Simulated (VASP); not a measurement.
A convergence study with VASP on AuAl2 (fluorite): one setting is varied, all else stays as given below, so the limit is that of these other settings. Each run relaxes cell and ions from the cell shown. The basis is that of the starting cell, so low cut-offs carry a Pulay error.

```
CELL_PARAMETERS angstrom
      0.00000     3.00000     3.00000
      3.00000     0.00000     3.00000
      3.00000     3.00000     0.00000
ATOMIC_POSITIONS crystal
  Al 0.25000 0.25000 0.25000
  Al 0.75000 0.75000 0.75000
  Au 0.00000 0.00000 0.00000
```

Method: PBE GGA, VASP's PBE PAW potentials (set 64) (plane waves; VASP). The tightest run used: 700 eV cut-off, 8×8×8 Γ-centred mesh, first-order Methfessel-Paxton smearing of 0.10 eV, potentials Al Au.

```json
[
 {"setting": "ENCUT = 150", "relaxed volume (Å³/atom)": "14.885", "E (eV/atom)": "-4.4758", "plane waves": "232"},
 {"setting": "ENCUT = 200", "relaxed volume (Å³/atom)": "17.434", "E (eV/atom)": "-3.9738", "plane waves": "360"},
 {"setting": "ENCUT = 250", "relaxed volume (Å³/atom)": "18.448", "E (eV/atom)": "-4.0089", "plane waves": "531"},
 {"setting": "ENCUT = 300", "relaxed volume (Å³/atom)": "18.464", "E (eV/atom)": "-4.0099", "plane waves": "652"},
 {"setting": "ENCUT = 350", "relaxed volume (Å³/atom)": "18.456", "E (eV/atom)": "-4.0079", "plane waves": "821"}
]
```

Problem. These are the cheaper rows. Estimate the results at ENCUT = 700, and how far the last row shown lies from them.

Solution. 
| quantity | tightest run | last row shown is off by |
|---|---|---|
| relaxed volume (Å³/atom) | 18.499 | -0.043 |
| E (eV/atom) | -4.0088 | 0.0008 |

Left out are rungs that failed or repeat a setting and relaxations that didn't move; long series are thinned to 24 rows.

The compound is AuAl2 in the fluorite structure. The electron count is odd and the run is not spin-polarised, which forces a metal.
